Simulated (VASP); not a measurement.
The input files of a VASP run:

INCAR:
```
SYSTEM = CdSe
PREC = Accurate; ENCUT = 300; LREAL = .FALSE.
LASPH = .TRUE.
EDIFF = 1E-6; NELM = 100; ALGO = Normal
LMAXMIX = 4
ISMEAR = 0; SIGMA = 0.01
GGA = PE
ISIF = 2
LWAVE = .FALSE.; LCHARG = .FALSE.
```

**POSCAR**
```
CdSe
13.8960860
  0.3065012695   0.0000000000   0.0000000000
 -0.1532506347   0.2654379082   0.0000000000
  0.0000000000   0.0000000000   0.5000000000
Cd Se
2 2
Cart
  0.1532507880   0.0884792143   0.2499750000
 -0.0000001533   0.1769586939   0.4999750000
  0.1532507880   0.0884792143   0.4379550000
 -0.0000001533   0.1769586939   0.1879550000
```

KPOINTS:
```
Automatic mesh
0
Gamma
7 7 4
0 0 0
```

POTCAR, in this order: Cd Se (PBE.64 set). Program: vasp_std.

Translate this PBE calculation to Quantum ESPRESSO's pw.x.

One equivalent input (not run):
```
&CONTROL
  calculation = 'scf'
  pseudo_dir = './pseudo'
  outdir = './out'
  tprnfor = .true.
  tstress = .true.
/
&SYSTEM
  ibrav = 0
  nat = 4
  ntyp = 2
  ecutwfc = 102
  occupations = 'smearing'
  smearing = 'gaussian'
  degauss = 0.000735
  input_dft = 'pbe'
/
&ELECTRONS
  conv_thr = 7.3e-08
  electron_maxstep = 100
/
ATOMIC_SPECIES
  Cd 112.414 Cd.upf
  Se 78.971 Se.upf
CELL_PARAMETERS angstrom
     4.2591680    0.0000000    0.0000000
    -2.1295840    3.6885480    0.0000000
     0.0000000    0.0000000    6.9480430
ATOMIC_POSITIONS crystal
  Cd   0.6666670  0.3333330  0.4999500
  Cd   0.3333330  0.6666670  0.9999500
  Se   0.6666670  0.3333330  0.8759100
  Se   0.3333330  0.6666670  0.3759100
K_POINTS automatic
  7 7 4 0 0 0
```
The two are equivalent in intent, not identical: the potentials are each code's own (VASP's PAW set, PseudoDojo norm-conserving files in pw.x), so ENCUT and ecutwfc are chosen apart and not converted; conv_thr bounds pw.x's estimated SCF error, while EDIFF bounds the energy change between steps.

The structure comes from a computed database's CdSe entry (P6_3mc); how it stands against other phases isn't given here. The cell was not relaxed at this level, and its volume differs by -5.9 % from the start's.
